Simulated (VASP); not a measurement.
Method: HSE06 screened hybrid, VASP's PBE PAW potentials (set 64) (plane waves; VASP).

The input files of a VASP run:

### POSCAR
```
Ga36MgN36
1
    4.8683178927    -8.4321738171     0.0000000000
    4.8683178927     8.4321738171     0.0000000000
    0.0000000000     0.0000000000    10.5562839806
Ga N Mg
36 36 1
Direct
  0.2220363260   0.1107676191   0.2507571681
  0.1101880289   0.2215680454   0.0026619888
  0.2158197136   0.0980145932   0.7596593542
  0.0880361793   0.2106159512   0.4864410342
  0.2219658745   0.4443801431   0.2506440510
  0.1099435393   0.5564410823   0.0036752416
  0.2157119114   0.4505427337   0.7595644510
  0.1108630318   0.5554724275   0.5006934495
  0.2226492556   0.7779431325   0.2507048450
  0.1098813148   0.8863966732   0.0037137323
  0.2217175789   0.7772546715   0.7511990554
  0.1109662631   0.8886482849   0.5007057105
  0.5574803071   0.1090359862   0.2432439410
  0.4447669437   0.2215233825   0.0028037578
  0.5555501404   0.1108943269   0.7498046735
  0.4560264787   0.2105889812   0.4865133065
  0.5554061003   0.4442314304   0.2506694102
  0.4448062752   0.5563462483   0.0027428067
  0.5682541221   0.4505002932   0.7596933897
  0.4557505183   0.5782855553   0.4864564001
  0.5574363628   0.7815503651   0.2432738130
  0.4433455763   0.8882563998   0.9971613678
  0.5554618458   0.7774368342   0.7498355506
  0.4429628795   0.8879397066   0.5004134058
  0.8849925477   0.1091731449   0.2432695119
  0.7783039541   0.2231528375   0.9972099004
  0.8889578107   0.1109417523   0.7497592578
  0.7783380240   0.2233120375   0.5003301211
  0.8884194659   0.4437930642   0.2506582275
  0.7797570724   0.5564238382   0.0037738591
  0.8889837021   0.4445322409   0.7512766057
  0.7778366292   0.5555994180   0.5007451731
  0.8884390305   0.7779081102   0.2506837253
  0.7782332785   0.8882759262   0.9972220806
  0.8890073652   0.7773074130   0.7513735803
  0.7783461499   0.8879502614   0.5004721358
  0.2247600996   0.1160383134   0.4427600604
  0.1106496636   0.2218672004   0.1910519376
  0.2216996641   0.1099527723   0.9436306592
  0.1155584073   0.2242185669   0.6845805411
  0.2245145897   0.4418014818   0.4426188872
  0.1109655722   0.5554014962   0.1913927195
  0.2216878240   0.4446670704   0.9436155403
  0.1095835688   0.5566303032   0.6884493102
  0.2223420904   0.7777409677   0.4390271376
  0.1109613283   0.8887329019   0.1914342978
  0.2209999342   0.7770006938   0.9386689856
  0.1095686043   0.8857809596   0.6884966876
  0.5616028887   0.1046368601   0.4314198341
  0.4445191218   0.2217650895   0.1911225006
  0.5548642168   0.1116088255   0.9368805758
  0.4422086392   0.2240793999   0.6846455911
  0.5502173457   0.4416298077   0.4428122497
  0.4445165746   0.5558477704   0.1911362096
  0.5562923797   0.4446418990   0.9436773075
  0.4420815631   0.5508695974   0.6846160942
  0.5616730005   0.7899491523   0.4314819550
  0.4428441222   0.8880065880   0.1845261146
  0.5548708496   0.7763553847   0.9368970377
  0.4441816233   0.8885190420   0.6881201766
  0.8764272957   0.1046667076   0.4314728155
  0.7784272069   0.2235670491   0.1845301605
  0.8901896952   0.1116811784   0.9368280642
  0.7778496167   0.2221698230   0.6880894740
  0.8885323531   0.4440255183   0.4390155274
  0.7774176074   0.5553225709   0.1914988232
  0.8893514921   0.4454836898   0.9387276751
  0.7804695879   0.5567127307   0.6885491917
  0.8886421441   0.7776569661   0.4389752466
  0.7784103342   0.8881107192   0.1845551399
  0.8893269556   0.7769930473   0.9388075717
  0.7778301261   0.8885385813   0.6881753330
  0.3333933158   0.3330633629   0.6005794835
```

### KPOINTS
```
Automatic mesh
0
G
  1 1 1
```

### INCAR
```
SYSTEM  =  Ga36MgN36
PREC  =  Normal; ENCUT  =  400; LREAL  =  Auto
LASPH  =  .TRUE.; ISYM  =  0
EDIFF  =  1E-5; NELM  =  50; NELMIN  =  4
ALGO  =  Normal; LMAXMIX  =  4
ISMEAR  =  0; SIGMA  =  0.05
GGA  =  PE; LHFCALC  =  .TRUE.; AEXX  =  0.25
HFSCREEN  =  0.2; PRECFOCK  =  Fast
ISIF  =  0
LWAVE  =  .FALSE.; LCHARG  =  .FALSE.
```

POTCAR, in this order: Ga N Mg (PBE.64 set). Program: vasp_gam. Read from the step before: WAVECAR.

The supercell is sampled at Γ alone, which is coarse: total energies, pressure and levels can be off, energies of defects by several tenths of an eV.

Problem. Predict the energy per atom (σ→0).

Solution. 
```json
{
  "energy per atom (σ→0)": "-7.207 eV/atom"
}
```

File OSZICAR:
```
...
DAV:   5    -0.526145177453E+03    0.59915E-02   -0.39266E-03   424   0.115E-01    0.119E+00
DAV:   6    -0.526142991588E+03    0.21859E-02   -0.87042E-04   408   0.683E-02    0.662E-01
DAV:   7    -0.526142252897E+03    0.73869E-03   -0.34243E-04   416   0.455E-02    0.367E-01
DAV:   8    -0.526142013293E+03    0.23960E-03   -0.10096E-04   416   0.251E-02    0.204E-01
DAV:   9    -0.526141937801E+03    0.75492E-04   -0.36899E-05   320   0.145E-02    0.112E-01
DAV:  10    -0.526141916952E+03    0.20849E-04   -0.14220E-05   194   0.899E-03    0.614E-02
DAV:  11    -0.526141912680E+03    0.42723E-05   -0.57262E-06   232   0.458E-03
   1 F= -.52614191E+03 E0= -.52614191E+03  d E =-.325396E-11
```

The cell is a supercell with a defect, built from GaN (wurtzite): Mg_i. The cell's shape comes from a PBE relaxation. The run is not spin-polarised, so no state with unpaired spins was tried.
